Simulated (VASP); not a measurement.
# KAl (Pm-3m) in VASP: equation of state, part 2 of 2

VASP 6.6.1.

### Step 3. Equation of state, PBE, 33.74 Å³/atom (volume scaled by 0.96)

The input, INCAR:

```
SYSTEM = KAl
ALGO = Normal
EDIFF = 1E-7
ENCUT = 520
GGA = PE
ISIF = 2
ISMEAR = -1
LASPH = .True.
LCHARG = .False.
LREAL = .False.
LWAVE = .False.
NBANDS = 13
NELM = 80
PREC = Accurate
SIGMA = 0.05
```

The input, KPOINTS:

```
k-points
0
Gamma
  7 7 7
  0 0 0
```

The input, POSCAR:

```
KAl
1.0
    4.0711341087      0.0000000000      0.0000000000
    0.0000000000      4.0711341087      0.0000000000
    0.0000000000      0.0000000000      4.0711341087
K Al
1 1
Direct
    0.5000000000      0.5000000000      0.5000000000
    0.0000000000      0.0000000000      0.0000000000
```

Potentials or basis: VASP PAW PBE potentials, release 64 (K_sv, Al).

The run is started by

```console
cat potpaw_PBE.64/K_sv/POTCAR potpaw_PBE.64/Al/POTCAR > POTCAR
mpirun -np 1 vasp_std > vasp.out
```

OUTCAR:

```text
SYSTEM = KAl
   EDIFF = 1E-7
   ENCUT = 520
   GGA = PE
   ISIF = 2
   ISMEAR = -1
   LASPH = .True.
   LREAL = .False.
   NELM = 80
   PREC = Accurate

 Found     20 irreducible k-points:

 Following reciprocal coordinates:
            Coordinates               Weight
  0.000000  0.000000  0.000000      1.000000
  0.142857  0.000000  0.000000      6.000000
  0.285714  0.000000  0.000000      6.000000
  0.428571  0.000000  0.000000      6.000000
  0.142857  0.142857  0.000000     12.000000
  0.285714  0.142857  0.000000     24.000000
   k-points           NKPTS =     20   k-points in BZ     NKDIM =     20   number of bands    NBANDS=     13
   number of dos      NEDOS =    301   number of ions     NIONS =      2
   total plane-waves  NPLWV =  27000
   dimension x,y,z NGX =    30 NGY =   30 NGZ =   30
   dimension x,y,z NGXF=    60 NGYF=   60 NGZF=   60
   ions per type =               1   1
   NGX,Y,Z   is equivalent  to a cutoff of  12.25, 12.25, 12.25 a.u.
   NGXF,Y,Z  is equivalent  to a cutoff of  24.50, 24.50, 24.50 a.u.
 SYSTEM =  KAl
   PREC   = accura    normal or accurate (medium, high low for compatibility)
   ISTART =      0    job   : 0-new  1-cont  2-samecut
   ICHARG =      2    charge: 1-file 2-atom 10-const
   ISPIN  =      1    spin polarized calculation?
   LNONCOLLINEAR =      F non collinear calculations
   LSORBIT =      F    spin-orbit coupling
   LASPH  =      T    aspherical Exc in radial PAW
   ENCUT  =  520.0 eV  38.22 Ry    6.18 a.u.   7.57  7.57  7.57*2*pi/ulx,y,z
   NELM   =     80;   NELMIN=  2; NELMDL= -5     # of ELM steps
   EDIFF  = 0.1E-06   stopping-criterion for ELM
   LREAL  =      F    real-space projection
   EDIFFG = 0.1E-05   stopping-criterion for IOM
   NSW    =      0    number of steps for IOM
   IBRION =     -1    ionic relax: 0-MD 1-quasi-New 2-CG
   NFREE  =      0    steps in history (QN), initial steepest desc. (CG)
   ISIF   =      2    stress and relaxation
   ISYM   =      2    0-nonsym 1-usesym 2-fastsym
   POTIM  = 0.5000    time-step for ionic-motion
   TEBEG  =    0.0;   TEEND  =   0.0 temperature during run
   PSTRESS=    0.0 pullay stress
   NELECT =      12.0000    total number of electrons
   NUPDOWN=      -1.0000    fix difference up-down
   EMIN   =  10.00;   EMAX   =-10.00  energy-range for DOS
   EFERMI =   0.00;   METHOD = LEGACY
   ISMEAR =    -1;   SIGMA  =   0.05  broadening in eV -4-tet -1-fermi 0-gaus
   EFERMI_NEDOS =   21; number of points for ismear=-14 and -15
   IALGO  =     38    algorithm
   IMIX   =      4    mixing-type and parameters
     AMIX     =   0.40;   BMIX     =  1.00
     AMIX_MAG =   1.60;   BMIX_MAG =  1.00
  volume/ion in A,a.u.               =      33.74       227.67
  Fermi-wavevector in a.u.,A,eV,Ry     =   0.920633  1.739744 11.531822  0.847565
  Thomas-Fermi vector in A             =   2.045960
   LORBIT       =      0    0 simple, 1 ext, 2 COOP (PROOUT), +10 PAW based schemes
   GGA     = PE    functional components
[... 5 lines left out ...]
 non-spin polarized calculation
  energy-cutoff  :      520.00
  volume of cell :       67.48
 maximum number of plane-waves:      1839
 NGX is ok and might be reduce to    30
   NGX = 15   NGY = 15   NGZ = 15

 number of electron      12.0000003 magnetization

 Free energy of the ion-electron system (eV)
  ---------------------------------------------------
  ext. energy  EPLUGINS =         0.00000000
  ---------------------------------------------------
  free energy    TOTEN  =        -3.65194003 eV

  energy without entropy =       -3.64139474  energy(sigma->0) =       -3.64666738

 E-fermi :   1.6258     XC(G=0):  -7.8213

 val. band max:        1.6141094056   @ k =   0.2857   0.2857   0.0000
 cond. band min:       1.7408576837   @ k =   0.4286   0.4286   0.4286
 fundamental gap:      0.1267482780
 Fermi energy:         1.6257800849

 k-point     1 :       0.0000    0.0000    0.0000
  band No.  band energies     occupation
      1     -28.8379      2.00000
      2     -12.3062      2.00000
      3     -12.3062      2.00000
      4     -12.3062      2.00000
      5      -4.0015      2.00000
      6       4.4673      0.00000
      7       4.4673      0.00000
      8       4.4673      0.00000
      9       4.5510      0.00000
     10       4.5510      0.00000
     11       7.6015      0.00000
     12       8.9466      0.00000
     13       8.9466      0.00000

 k-point     2 :       0.1429    0.0000    0.0000
  band No.  band energies     occupation
      1     -28.8360      2.00000
      2     -12.3433      2.00000
      3     -12.3028      2.00000
      4     -12.3028      2.00000
      5      -3.8215      2.00000
      6       2.8625      0.00000
      7       4.4473      0.00000
      8       4.4473      0.00000
      9       4.7181      0.00000
     10       5.7552      0.00000
     11       8.3597      0.00000
     12       8.9323      0.00000
     13       8.9349      0.00000

 k-point     3 :       0.2857    0.0000    0.0000
  band No.  band energies     occupation
      1     -28.8317      2.00000
      2     -12.4247      2.00000
      3     -12.2950      2.00000
      4     -12.2950      2.00000
      5      -3.3304      2.00000
      6       1.2515      1.99888
      7       4.3946      0.00000
      8       4.3946      0.00000
      9       5.2090      0.00000
     10       6.8794      0.00000
     11       8.8308      0.00000
     12       9.0285      0.00000
     13       9.0285      0.00000

 k-point     4 :       0.4286    0.0000    0.0000
  band No.  band energies     occupation
      1     -28.8283      2.00000
      2     -12.4884      2.00000
      3     -12.2888      2.00000
      4     -12.2888      2.00000
      5      -2.7517      2.00000
      6       0.0927      2.00000
      7       4.3451      0.00000
      8       4.3451      0.00000
      9       5.9389      0.00000
     10       7.5177      0.00000
     11       8.1062      0.00000
     12       9.3471      0.00000
     13       9.3471      0.00000

 k-point     5 :       0.1429    0.1429    0.0000
  band No.  band energies     occupation
      1     -28.8341      2.00000
      2     -12.3432      2.00000
      3     -12.3348      2.00000
      4     -12.2994      2.00000
      5      -3.6509      2.00000
      6       2.9509      0.00000
      7       2.9845      0.00000
      8       4.4624      0.00000
      9       5.3472      0.00000
     10       6.5227      0.00000
     11       8.0797      0.00000
     12       8.4634      0.00000
     13       9.4985      0.00000

 k-point     6 :       0.2857    0.1429    0.0000
  band No.  band energies     occupation
      1     -28.8299      2.00000
      2     -12.4190      2.00000
      3     -12.3290      2.00000
      4     -12.2918      2.00000
      5      -3.1879      2.00000
      6       1.3898      1.98231
      7       3.2186      0.00000
      8       4.4848      0.00000
      9       5.7667      0.00000
     10       7.3449      0.00000
     11       7.9732      0.00000
     12       8.2271      0.00000
     13       9.6414      0.00000

 [... further k-points ...]

------------------------ aborting loop because EDIFF is reached ----------------------------------------

  FORCE on cell =-STRESS in cart. coord.  units (eV):
  Direction    XX          YY          ZZ          XY          YZ          ZX
  --------------------------------------------------------------------------------------
  -------------------------------------------------------------------------------------
  Total        0.2528451      0.2528451      0.2528451     -0.0000000      0.0000000     -0.0000000
  in kB        6.0036993      6.0036993      6.0036993     -0.0000000      0.0000000     -0.0000000
  external PRESSURE =       6.0036993 kB  Pullay stress =       0.0000000 kB

 VOLUME and BASIS-vectors are now :
 -----------------------------------------------------------------------------
  energy-cutoff  :      520.00
  volume of cell :       67.48
      direct lattice vectors                 reciprocal lattice vectors
     4.071134109  0.000000000  0.000000000     0.245631800  0.000000000  0.000000000
     0.000000000  4.071134109  0.000000000     0.000000000  0.245631800  0.000000000
     0.000000000  0.000000000  4.071134109     0.000000000  0.000000000  0.245631800

 POSITION                                       TOTAL-FORCE (eV/Angst)
 -----------------------------------------------------------------------------------
      2.03557      2.03557      2.03557         0.000000      0.000000      0.000000
      0.00000      0.00000      0.00000         0.000000      0.000000      0.000000
 -----------------------------------------------------------------------------------
    total drift:                                0.000000      0.000000      0.000000

  FREE ENERGIE OF THE ION-ELECTRON SYSTEM (eV)
  ---------------------------------------------------
  free  energy   TOTEN  =        -3.6519400274 eV

  energy  without entropy=       -3.6413947377  energy(sigma->0) =       -3.64666738
```

OSZICAR:

```text
N       E                     dE             d eps       ncg     rms          rms(c)
DAV:   1     0.541641306906E+02    0.54164E+02   -0.48501E+03   520   0.723E+02
DAV:   2    -0.196752813074E+00   -0.54361E+02   -0.52588E+02   625   0.201E+02
DAV:   3    -0.356746432069E+01   -0.33707E+01   -0.33478E+01   996   0.353E+01
DAV:   4    -0.365524182589E+01   -0.87778E-01   -0.87756E-01   666   0.425E+00
DAV:   5    -0.365742198243E+01   -0.21802E-02   -0.21801E-02   846   0.647E-01    0.488E+00
DAV:   6    -0.365316934712E+01    0.42526E-02   -0.63272E-03   723   0.528E-01    0.308E+00
DAV:   7    -0.365192927084E+01    0.12401E-02   -0.14129E-02   837   0.703E-01    0.170E-01
DAV:   8    -0.365191801478E+01    0.11256E-04   -0.12455E-03   686   0.333E-01    0.492E-02
DAV:   9    -0.365193562783E+01   -0.17613E-04   -0.74349E-05   813   0.591E-02    0.161E-02
DAV:  10    -0.365194013715E+01   -0.45093E-05   -0.75186E-06   719   0.174E-02    0.581E-03
DAV:  11    -0.365194038372E+01   -0.24658E-06   -0.56513E-07   702   0.696E-03    0.212E-03
DAV:  12    -0.365193996373E+01    0.41999E-06   -0.98928E-08   545   0.272E-03    0.474E-04
DAV:  13    -0.365194002738E+01   -0.63644E-07   -0.88130E-09   460   0.993E-04
   1 F= -.36519400E+01 E0= -.36466674E+01  d E =-.105453E-01
```

stdout:

```text
POSCAR found type information on POSCAR K Al
 POSCAR found :  2 types and       2 ions
 scaLAPACK will be used
 LDA part: xc-table for (Slater+PW92), standard interpolation
 POSCAR, INCAR and KPOINTS ok, starting setup
 FFT: planning ... GRIDC
 FFT: planning ... GRID_SOFT
 FFT: planning ... GRID
 WAVECAR not read
 entering main loop
```

It took 18 s on 1 thread of AMD EPYC 7R13 (Zen 3), shared host; peak memory 0.13 GiB.

Results:

```
Free energy            : -3.6519 eV
Pressure               : 0.6 GPa
Band gap on the k mesh : none (metal or under the smearing width)
```

### Step 4. Equation of state, PBE, 34.44 Å³/atom (volume scaled by 0.98)

The input, INCAR:

```
  ALGO = Normal
  EDIFF = 1E-7
  ENCUT = 520
  GGA = PE
  ISIF = 2
  ISMEAR = -1
  LASPH = T
  LCHARG = F
  LREAL = F
  LWAVE = F
  NBANDS = 13
  NELM = 60
  PREC = Accurate
  SIGMA = 0.05
```

The input, KPOINTS:

```
k-points
0
Gamma
  7 7 7
```

The input, POSCAR:

```
KAl
1.0
    4.0992117829      0.0000000000      0.0000000000
    0.0000000000      4.0992117829      0.0000000000
    0.0000000000      0.0000000000      4.0992117829
K Al
1 1
Direct
    0.5000000000      0.5000000000      0.5000000000
    0.0000000000      0.0000000000      0.0000000000
```

The run is started by

```console
cat potpaw_PBE.64/K_sv/POTCAR potpaw_PBE.64/Al/POTCAR > POTCAR
mpirun -np 1 vasp_std > vasp.out
```

Wall time 18 s (1 thread of AMD EPYC 7R13 (Zen 3), shared host); peak memory 0.14 GiB.

The run converged. Its results:

| Item | Value |
| --- | --- |
| Free energy | -3.6559 eV |
| Pressure | 0.3 GPa |
| Band gap on the k mesh | none (metal or under the smearing width) |

### Step 5. Equation of state, PBE, 35.85 Å³/atom (volume scaled by 1.02)

The input, INCAR:

```
ALGO     = Normal         # electronic algorithm
EDIFF    = 1E-7           # SCF threshold, eV
ENCUT    = 520            # plane-wave cutoff, eV
GGA      = PE             # functional
ISIF     = 2              # what is computed and relaxed
ISMEAR   = -1             # smearing method
LASPH    = True           # aspherical terms in the spheres
LCHARG   = False          # write CHGCAR
LREAL    = False          # projectors in reciprocal space
LWAVE    = False          # write WAVECAR
NBANDS   = 13             # bands
NELM     = 80             # most SCF steps
PREC     = Accurate       # precision mode
SIGMA    = 0.05           # smearing width, eV
```

KPOINTS is that of step 4.

The input, POSCAR:

```
KAl
1.0
    4.1542413263      0.0000000000      0.0000000000
    0.0000000000      4.1542413263      0.0000000000
    0.0000000000      0.0000000000      4.1542413263
K Al
1 1
Direct
    0.5000000000      0.5000000000      0.5000000000
    0.0000000000      0.0000000000      0.0000000000
```

The run is started by

```console
cat potpaw_PBE.64/K_sv/POTCAR potpaw_PBE.64/Al/POTCAR > POTCAR
mpirun -np 1 vasp_std > vasp.out
```

Run time: 18 s. Hardware: 1 thread of AMD EPYC 7R13 (Zen 3), shared host; peak memory 0.14 GiB.

It converged, with:

```yaml
Free_energy: -3.6563 eV
Pressure: -0.3 GPa
Band_gap_on_the_k_mesh: none (metal or under the smearing width)
```

### Step 6. Equation of state, PBE, 36.55 Å³/atom (volume scaled by 1.04)

The input, INCAR:

```
SYSTEM = KAl
ALGO = Normal
EDIFF = 1E-7
ENCUT = 520
GGA = PE
ISIF = 2
ISMEAR = -1
LASPH = .TRUE.
LCHARG = .FALSE.
LREAL = .FALSE.
LWAVE = .FALSE.
NBANDS = 13
NELM = 80
PREC = Accurate
SIGMA = 0.05
```

The input, KPOINTS:

```
k-points
0
G
  7 7 7
  0 0 0
```

The input, POSCAR:

```
KAl
1.0
    4.1812176752      0.0000000000      0.0000000000
    0.0000000000      4.1812176752      0.0000000000
    0.0000000000      0.0000000000      4.1812176752
K Al
1 1
Direct
    0.5000000000      0.5000000000      0.5000000000
    0.0000000000      0.0000000000      0.0000000000
```

Potentials or basis: VASP PAW PBE potentials, release 64 (K_sv, Al).

The run is started by

```console
cat potpaw_PBE.64/K_sv/POTCAR potpaw_PBE.64/Al/POTCAR > POTCAR
mpirun -np 1 vasp_std > vasp.out
```

It took 17 s on 1 thread of AMD EPYC 7R13 (Zen 3), shared host; peak memory 0.14 GiB.

It converged, with:

| Item | Value |
| --- | --- |
| Free energy | -3.6531 eV |
| Pressure | -0.5 GPa |
| Band gap on the k mesh | none (metal or under the smearing width) |

### Step 7. Equation of state, PBE, 37.25 Å³/atom (volume scaled by 1.06)

The input, INCAR:

```
SYSTEM = KAl
PREC     = Accurate       ! precision mode
ENCUT    = 520            ! plane-wave cutoff, eV
EDIFF    = 1E-7           ! SCF threshold, eV
ISMEAR   = -1             ! smearing method
SIGMA    = 0.05           ! smearing width, eV
LREAL    = .False.        ! projectors in reciprocal space
LASPH    = .True.         ! aspherical terms in the spheres
NELM     = 100            ! most SCF steps
ALGO     = Normal         ! electronic algorithm
ISIF     = 2              ! what is computed and relaxed
LWAVE    = .False.        ! write WAVECAR
LCHARG   = .False.        ! write CHGCAR
GGA      = PE             ! functional
NBANDS   = 13             ! bands
```

The input, KPOINTS:

```
Automatic mesh
0
Gamma
  7 7 7
  0 0 0
```

The input, POSCAR:

```
KAl
1.0
    4.2078503530      0.0000000000      0.0000000000
    0.0000000000      4.2078503530      0.0000000000
    0.0000000000      0.0000000000      4.2078503530
K Al
1 1
Direct
    0.5000000000      0.5000000000      0.5000000000
    0.0000000000      0.0000000000      0.0000000000
```

The run is started by

```console
cat potpaw_PBE.64/K_sv/POTCAR potpaw_PBE.64/Al/POTCAR > POTCAR
mpirun -np 1 vasp_std > vasp.out
```

Wall time 23 s (1 thread of AMD EPYC 7R13 (Zen 3), shared host); peak memory 0.14 GiB.

Results (log left out):

```yaml
Free_energy: -3.6481 eV
Pressure: -0.7 GPa
Band_gap_on_the_k_mesh: none (metal or under the smearing width)
```

### Step 8. Equation of state, PBE

Potentials or basis: VASP PAW PBE potentials, release 64 (K_sv, Al).

No new run: the results of the series are fitted here.

What came out:

```
Equilibrium volume                      : 35.18 Å³/atom
Bulk modulus                            : 13.4 GPa
Pressure derivative of the bulk modulus : 4.6
```

Energy against volume, from the lowest point:
| volume (Å³/atom) | energy (meV/atom) |
| --- | --- |
| 33.035 | 6.14 |
| 33.738 | 2.67 |
| 34.441 | 0.67 |
| 35.143 | 0.00 |
| 35.846 | 0.51 |
| 36.549 | 2.07 |
| 37.252 | 4.58 |
